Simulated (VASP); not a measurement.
# Sc on the Cu site in Cu

Aim: the formation energy and local structure of Sc on the Cu site in Cu.

Calculated with VASP 6.6.1; PBEsol; plane waves and PAW (Cu), in the first sound run; inputs show where later runs differ.

Report form: the programs' logs are mostly left out.

## 1. The host crystal

Symmetry: Fm-3m, No. 225, cubic system. Conventional cell: a = 3.610 Å, b = 3.610 Å, c = 3.610 Å, α = 90.00°, β = 90.00°, γ = 90.00°. Cu has 12 Cu at 2.55 Å nearest.

Coordinates:

```xyz
1
Lattice="0.0000 1.8050 1.8050 1.8050 0.0000 1.8050 1.8050 1.8050 0.0000" Properties=species:S:1:pos:R:3 pbc="T T T"
Cu    0.0000    0.0000    0.0000
```

## 2. The host at zero pressure

First cell and atoms are relaxed at a raised cutoff, so that later runs start from this functional's own cell.

Contents of INCAR:

```
SYSTEM = Cu
PREC = Accurate
ENCUT = 390
EDIFF = 1E-06
NELM = 120
ISMEAR = 1
SIGMA = 0.15
LREAL = .FALSE.
ALGO = Normal
GGA = PS
NBANDS = 11
LORBIT = 11
LWAVE = .FALSE.
LCHARG = .FALSE.
KPAR = 4
IBRION = 2
NSW = 40
ISIF = 3
EDIFFG = -0.02
POTIM = 0.4
```

Contents of POSCAR:

```
Cu
1.0
    0.0000000000      1.8050000000      1.8050000000
    1.8050000000      0.0000000000      1.8050000000
    1.8050000000      1.8050000000      0.0000000000
Cu
1
Direct
    0.0000000000      0.0000000000      0.0000000000
```

Contents of KPOINTS:

```
Automatic mesh
0
Gamma
16 16 16
0 0 0
```

PAW data sets: Cu (PBE family, release 64).

The run is started by

```console
$ mpirun -np 4 vasp_std
```

The job ended after 3.2 s (4 MPI ranks of Intel Xeon 6975P-C (Granite Rapids), shared host; peak memory 0.46 GiB).

This run has no spin polarisation. Its electron count is odd, so without a moment it is a metal by construction. The PAW data sets were made with PBE, which is usual practice but a small mismatch for other functionals. The run keeps the 48 symmetry operations of its start, so it cannot find a distortion of lower symmetry.

The steps of the relaxation:

```tsv
step	energy less that of the first step (eV)	largest force (eV/Å)	pressure (GPa)	volume (Å³)
1	0.0000	0.0000	-5.79	11.76
2	-0.0078	0.0000	1.88	11.19
3	-0.0085	0.0000	0.00	11.31
```

```tsv
conventional cell, symmetrised	before	after	change
a (Å)	3.610	3.564	-1.3 %
b (Å)	3.610	3.564	-1.3 %
c (Å)	3.610	3.564	-1.3 %
volume (Å³/atom)	11.76	11.31	-3.8 %
```

Final coordinates:

```
Cu
1.0
     0.00000    1.78178    1.78178
     1.78178    0.00000    1.78178
     1.78178    1.78178    0.00000
Cu
1
Direct
  0.00000 0.00000 0.00000
```

Numbers from this step:

```
electronic cycles                               : 26
electrons                                       : 11
free energy (TOTEN)                             : -4.312 eV
Fermi energy                                    : 7.901 eV
labelled metallic, from the levels on this mesh : yes
```

The run ended after 3 ionic steps, 0.008 eV below its first step, once forces and stress met EDIFFG = -0.02.

## 3. The perfect supercell

System of this step: Cu. Symmetry: Fm-3m, No. 225, cubic system. Conventional cell: a = 3.564 Å, b = 3.564 Å, c = 3.564 Å, α = 90.00°, β = 90.00°, γ = 90.00°. Nearest to Cu lie 12 Cu at 2.52 Å.

The same cell, mesh and cutoff without the defect give the energy to subtract and, in a gapped host, the band edges to count from, so that most errors cancel.

Contents of INCAR:

```
SYSTEM = Cu
PREC = Normal
ENCUT = 300
EDIFF = 1E-05
NELM = 120
ISMEAR = 1
SIGMA = 0.2
LREAL = Auto
ALGO = Fast
GGA = PS
LORBIT = 11
LWAVE = .FALSE.
LCHARG = .FALSE.
KPAR = 4
```

Contents of POSCAR:

```
Cu
1.0
    7.1271285644      0.0000000000      0.0000000000
    0.0000000000      7.1271285644      0.0000000000
    0.0000000000      0.0000000000      7.1271285644
Cu
32
Direct
    0.5000000000      0.0000000000      0.0000000000
    0.7500000000      0.2500000000      0.0000000000
    0.7500000000      0.0000000000      0.2500000000
    0.0000000000      0.0000000000      0.0000000000
    0.2500000000      0.2500000000      0.0000000000
    0.5000000000      0.5000000000      0.0000000000
    0.7500000000      0.7500000000      0.0000000000
    0.2500000000      0.0000000000      0.2500000000
    0.5000000000      0.2500000000      0.2500000000
    0.7500000000      0.5000000000      0.2500000000
    0.5000000000      0.0000000000      0.5000000000
    0.7500000000      0.2500000000      0.5000000000
    0.7500000000      0.0000000000      0.7500000000
    0.0000000000      0.5000000000      0.0000000000
    0.2500000000      0.7500000000      0.0000000000
    0.0000000000      0.2500000000      0.2500000000
    0.2500000000      0.5000000000      0.2500000000
    0.5000000000      0.7500000000      0.2500000000
    0.0000000000      0.0000000000      0.5000000000
    0.2500000000      0.2500000000      0.5000000000
    0.5000000000      0.5000000000      0.5000000000
    0.7500000000      0.7500000000      0.5000000000
    0.2500000000      0.0000000000      0.7500000000
    0.5000000000      0.2500000000      0.7500000000
    0.7500000000      0.5000000000      0.7500000000
    0.0000000000      0.7500000000      0.2500000000
    0.0000000000      0.5000000000      0.5000000000
    0.2500000000      0.7500000000      0.5000000000
    0.0000000000      0.2500000000      0.7500000000
    0.2500000000      0.5000000000      0.7500000000
    0.5000000000      0.7500000000      0.7500000000
    0.0000000000      0.7500000000      0.7500000000
```

Contents of KPOINTS:

```
Automatic mesh
0
Monkhorst-Pack
5 5 5
0 0 0
```

The run is started by

```console
$ mpirun -np 4 vasp_std
```

It took 36 s on 4 MPI ranks; peak memory 1.3 GiB.

This step gave:

```
electronic cycles       : 14
electrons               : 352
free energy (TOTEN)     : -137.8652 eV
energy at zero smearing : -137.8628 eV
Fermi energy            : 7.861 eV
```

At this cutoff and mesh the cell shows a pressure of -2.3 GPa, where the relaxation had removed it. It comes from the smaller basis, the coarser mesh or a moment that this cell holds.

The host is treated as a metal, as its relaxation found a gap under 0.3 eV or none, and only the neutral defect is run.

## 4. Reference Sc

This step: PBEsol; plane waves and PAW (Sc_sv) (VASP 6.6.1).

System of this step: Sc. Symmetry: P6_3/mmc, No. 194, hexagonal system. The conventional cell has a = 3.310 Å, b = 3.310 Å, c = 5.276 Å, α = 90.00°, β = 90.00°, γ = 120.00°. Sc has 12 Sc at 3.26 to 3.31 Å nearest.

The reference for Sc is its crystal, relaxed at the cutoff of the large cell.

Contents of INCAR:

```
SYSTEM = Sc
PREC = Normal
ENCUT = 300
EDIFF = 1E-05
NELM = 120
ISMEAR = 1
SIGMA = 0.1
LREAL = Auto
ALGO = Fast
GGA = PS
NBANDS = 17
LORBIT = 11
LWAVE = .FALSE.
LCHARG = .FALSE.
KPAR = 4
IBRION = 2
NSW = 25
ISIF = 3
EDIFFG = -0.02
POTIM = 0.4
```

Contents of POSCAR:

```
Sc
1.0
    3.3100000000      0.0000000000      0.0000000000
   -1.6550000000      2.8665440865      0.0000000000
    0.0000000000      0.0000000000      5.2761400000
Sc
2
Direct
    0.0000000000      0.0000000000      0.0000000000
    0.3333333333      0.6666666667      0.5000000000
```

Contents of KPOINTS:

```
Automatic mesh
0
Gamma
9 9 5
0 0 0
```

The projector-augmented-wave data sets are Sc_sv (PBE family, release 64).

The run is started by

```console
$ mpirun -np 4 vasp_std
```

The job ended after 5.4 s (4 MPI ranks; peak memory 0.47 GiB).

The k-mesh is coarse for a metal. The run keeps the 24 symmetry operations of its start, so it cannot find a distortion of lower symmetry.

Step by step:

```tsv
step	energy less that of the first step (eV)	largest force (eV/Å)	pressure (GPa)	volume (Å³)
1	0.0000	0.0000	-3.25	50.06
2	-0.0362	0.0000	-0.32	47.18
3	-0.0365	0.0000	0.21	46.82
4	-0.0365	0.0000	0.09	46.88
5	-0.0378	0.0000	0.08	46.91
6	-0.0383	0.0000	0.02	46.94
```

```tsv
conventional cell, symmetrised	before	after	change
a (Å)	3.310	3.268	-1.3 %
b (Å)	3.310	3.268	-1.3 %
c (Å)	5.276	5.075	-3.8 %
volume (Å³/atom)	25.03	23.47	-6.2 %
```

Final coordinates:

```xyz
2
Lattice="3.2680 0.0000 0.0000 -1.6340 2.8302 0.0000 0.0000 0.0000 5.0754" Properties=species:S:1:pos:R:3 pbc="T T T"
Sc    0.0000    0.0000    0.0000
Sc    0.0000    1.8868    2.5377
```

Numbers from this step:

```
electronic cycles       : 44
electrons               : 22
free energy (TOTEN)     : -13.22 eV
energy at zero smearing : -13.22 eV
Fermi energy            : 3.872 eV
```

The run ended after 6 ionic steps, 0.038 eV below its first step, once forces and stress met EDIFFG = -0.02.

The edges of the cell as typed change unequally, by -3.8 to -1.3 %. In a metal that hangs on the k mesh, which was not refined here; the energy is less touched by it than the shape.

Energy at zero smearing: -13.21888 eV.

## 5. The defect cell

This step: PBEsol; plane waves and PAW (Sc_sv, Cu) (VASP 6.6.1).

System of this step: ScCu31. The cell holds 32 atoms: 1 Sc and 31 Cu. Its edges and angles: a = 7.127 Å, b = 7.127 Å, c = 7.127 Å, α = 90.0°, β = 90.0°, γ = 90.0°. It derives from Cu. Nearest the centre at fractional (0.500, 0.000, 0.000): Sc1 at 0.00 Å, Cu2 at 2.52 Å, Cu3 at 2.52 Å, Cu5 at 2.52 Å, Cu8 at 2.52 Å, Cu7 at 2.52 Å, Cu13 at 2.52 Å, Cu9 at 2.52 Å.

The host is treated as a metal, since its gap is under 0.3 eV or closed. The run keeps 48 symmetry operations, which cuts the number of k-points but bars distortions that break them. The atoms relax at the host's fixed cell.

Contents of INCAR:

```
SYSTEM = ScCu31
PREC = Normal
ENCUT = 300
EDIFF = 1E-05
NELM = 120
ISMEAR = 1
SIGMA = 0.2
LREAL = Auto
ALGO = Fast
GGA = PS
LORBIT = 11
LWAVE = .FALSE.
LCHARG = .TRUE.
KPAR = 4
IBRION = 2
NSW = 50
ISIF = 2
EDIFFG = -0.03
POTIM = 0.4
MAXMIX = 40
ISYM = 2
```

Contents of POSCAR:

```
ScCu31
1.0
    7.1271285644      0.0000000000      0.0000000000
    0.0000000000      7.1271285644      0.0000000000
    0.0000000000      0.0000000000      7.1271285644
Sc Cu
1 31
Direct
    0.5000000000      0.0000000000      0.0000000000
    0.7500000000      0.2500000000      0.0000000000
    0.7500000000      0.0000000000      0.2500000000
    0.0000000000      0.0000000000      0.0000000000
    0.2500000000      0.2500000000      0.0000000000
    0.5000000000      0.5000000000      0.0000000000
    0.7500000000      0.7500000000      0.0000000000
    0.2500000000      0.0000000000      0.2500000000
    0.5000000000      0.2500000000      0.2500000000
    0.7500000000      0.5000000000      0.2500000000
    0.5000000000      0.0000000000      0.5000000000
    0.7500000000      0.2500000000      0.5000000000
    0.7500000000      0.0000000000      0.7500000000
    0.0000000000      0.5000000000      0.0000000000
    0.2500000000      0.7500000000      0.0000000000
    0.0000000000      0.2500000000      0.2500000000
    0.2500000000      0.5000000000      0.2500000000
    0.5000000000      0.7500000000      0.2500000000
    0.0000000000      0.0000000000      0.5000000000
    0.2500000000      0.2500000000      0.5000000000
    0.5000000000      0.5000000000      0.5000000000
    0.7500000000      0.7500000000      0.5000000000
    0.2500000000      0.0000000000      0.7500000000
    0.5000000000      0.2500000000      0.7500000000
    0.7500000000      0.5000000000      0.7500000000
    0.0000000000      0.7500000000      0.2500000000
    0.0000000000      0.5000000000      0.5000000000
    0.2500000000      0.7500000000      0.5000000000
    0.0000000000      0.2500000000      0.7500000000
    0.2500000000      0.5000000000      0.7500000000
    0.5000000000      0.7500000000      0.7500000000
    0.0000000000      0.7500000000      0.7500000000
```

Contents of KPOINTS:

```
Automatic mesh
0
Monkhorst-Pack
5 5 5
0 0 0
```

PAW data sets: Sc_sv and Cu (PBE family, release 64).

The run is started by

```console
$ mpirun -np 4 vasp_std
```

Run time: 2.5 min. Hardware: 4 MPI ranks; peak memory 1.4 GiB.

Step by step:

```tsv
step	energy less that of the first step (eV)	largest force (eV/Å)
1	0.0000	0.7099
2	-0.1830	0.3901
3	-0.2681	0.1215
4	-0.2682	0.1218
5	-0.2748	0.0605
6	-0.2768	0.0057
```

The atoms that moved most (Å):

```tsv
atom	dx	dy	dz	length
Cu7	0.045	-0.045	0.000	0.064
Cu13	0.045	0.000	-0.045	0.064
Cu31	0.000	-0.045	-0.045	0.064
Cu3	0.045	0.000	0.045	0.064
Cu15	-0.045	-0.045	0.000	0.064
Cu23	-0.045	0.000	-0.045	0.064
Cu18	0.000	-0.045	0.045	0.064
Cu2	0.045	0.045	0.000	0.064
```

The relaxed structure:

```
Sc Cu
1.0
     7.12713    0.00000    0.00000
     0.00000    7.12713    0.00000
     0.00000    0.00000    7.12713
Sc Cu
1 31
Cartesian
  3.5636 0.0000 0.0000
  5.3905 1.8269 0.0000
  5.3905 0.0000 1.8269
  0.0000 0.0000 0.0000
  1.7366 1.8269 0.0000
  3.5636 3.5636 0.0000
  5.3905 5.3002 0.0000
  1.7366 0.0000 1.8269
  3.5636 1.8269 1.8269
  5.3573 3.5636 1.7937
  3.5636 0.0000 3.5636
  5.3573 1.7937 3.5636
  5.3905 0.0000 5.3002
  0.0000 3.5636 0.0000
  1.7366 5.3002 0.0000
  0.0000 1.7937 1.7937
  1.7698 3.5636 1.7937
  3.5636 5.3002 1.8269
  0.0000 0.0000 3.5636
  1.7698 1.7937 3.5636
  3.5636 3.5636 3.5636
  5.3573 5.3334 3.5636
  1.7366 0.0000 5.3002
  3.5636 1.8269 5.3002
  5.3573 3.5636 5.3334
  0.0000 5.3334 1.7937
  0.0000 3.5636 3.5636
  1.7698 5.3334 3.5636
  0.0000 1.7937 5.3334
  1.7698 3.5636 5.3334
  3.5636 5.3002 5.3002
  0.0000 5.3334 5.3334
```

This step gave:

- electronic cycles: 58
- electrons: 352
- free energy (TOTEN): -140.3249 eV
- energy at zero smearing: -140.3395 eV
- Fermi energy: 8.105 eV

Valence density in the ac plane at fractional y = 0.000, through the centre, with atoms of Sc and Cu within 0.45 Å of it. It is the smooth field of the valence electrons, not physical close to the nuclei.

Values in e/Å³, 11 rows by 16 columns, each cell a mean:
```
 7  2  0  0  0  0  1  4  5  2  0  0  0  0  1  5
 0  0  0  1  2  1  0  0  0  0  0  1  2  1  0  0
 0  0  2 10 12  3  0  0  0  0  1  8 13  4  0  0
 0  0  1  4  4  1  0  0  0  0  1  3  5  2  0  0
 5  1  0  0  0  0  1  3  5  1  0  0  0  0  1  3
12  4  0  0  0  0  1  9 12  4  0  0  0  0  1  9
 2  1  0  0  0  0  0  1  2  1  0  0  0  0  0  1
 0  0  1  7  8  2  0  0  0  0  1  5  9  3  0  0
 0  0  1  7  9  2  0  0  0  0  1  6 10  3  0  0
 1  0  0  1  1  0  0  1  1  0  0  0  1  0  0  1
11  3  0  0  0  0  1  5  7  3  0  0  0  0  1  8
```
Columns run along a (7.1 Å), rows up along c (7.1 Å). Atoms in or near the plane, at fractional coordinates: Sc at (0.50, 0.00), Cu at (0.76, 0.26), Cu at (0.00, 0.00), Cu at (0.24, 0.26), Cu at (0.50, 0.50), Cu at (0.76, 0.74), Cu at (0.00, 0.50), Cu at (0.24, 0.74).

The run ended after 6 ionic steps, 0.277 eV below its first step, once the forces on the free atoms met EDIFFG = -0.03.

The 12 first neighbours (Cu) lie 2.52 Å from the site in the perfect crystal and 2.58 Å on average from the atom on it after the relaxation (+2.5 %).

## 6. Formation energies

This step: point defect, PBEsol; plane waves and PAW (VASP 6.6.1).

This step runs nothing: it gathers the runs above.

Numbers from this step:

| Property | Result |
| --- | --- |
| formation energy of the neutral defect | -0.1755 eV |

Formation energy:

```tsv
formation energy (eV)	largest move (Å)
-0.1755	0.06387
```

E_f is E(defect cell) less E(perfect cell), corrected for the atoms exchanged with their references.

References, in eV an atom: Sc -6.609 (crystal P6_3/mmc) and Cu -4.308 (the host). They were run at the supercell's cutoff and functional, without U, and count both elements from their own phases.

## 7. Outcome

| Quantity | Value |
| --- | --- |
| formation energy at charge 0 | -0.175 eV |

What this shows: Sc on the Cu site costs -0.18 eV, with every exchanged atom at the energy of its element. The 12 first neighbours (Cu) lie 2.52 Å from the site in the perfect crystal and 2.58 Å on average from the atom on it after the relaxation (+2.5 %). The neutral formation energy is negative against the pure elements. These references then lie outside the range where the host is stable, or the host takes the defect up of itself. With metallic smearing the value can move by tenths of an eV with the k mesh. The supercell of 32 atoms is small, so interactions between images remain.

[Lines on the potential files, build, host, timing and source positions are cut from VASP's logs without a mark.]

[Logs are printed without paths, hosts, clocks, repeated set-up lines and the standing remarks that a program may print on its own settings, such as how far it seeks lower states.]

[Hosts, paths, dates, database ids (printed as entryN), source tags and the programs' standing remarks are cut or masked in the printed files.]

[In band tables of VASP the shares of atoms and orbitals are scaled to a sum of 1 inside the atoms' spheres.]

[Runs that stopped without an error message from VASP are left out.]
